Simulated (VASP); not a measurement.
```
CELL_PARAMETERS angstrom
      5.74910     0.00000     0.00000
      0.00000     5.74910     0.00000
      0.00000     0.00000     5.74910
ATOMIC_POSITIONS crystal
  Cs 0.00000 0.00000 0.00000
  Pb 0.50000 0.50000 0.50000
  Cl 0.50000 0.00000 0.50000
  Cl 0.00000 0.50000 0.50000
  Cl 0.50000 0.50000 0.00000
```

Level of theory: optB86b-vdW, VASP's PBE PAW potentials (set 64) (plane waves; VASP 6.6.1). Settings: 520 eV cut-off, 4×4×4 Γ-centred mesh, Gaussian smearing of 0.050 eV, potentials Cs_sv Pb_d Cl.

Give the stress tensor in GPa (positive for a compressed cell).

```
-1.25   0.00   0.00
 0.00  -1.25   0.00
 0.00   0.00  -1.25
```
The pressure is its mean diagonal, -1.25 GPa.

The compound is CsPbCl3 in the cubic perovskite structure, the ideal cubic form; the compound distorts at low or room temperature. This cell is one point of a volume scan, at 1.06 of the reference volume.
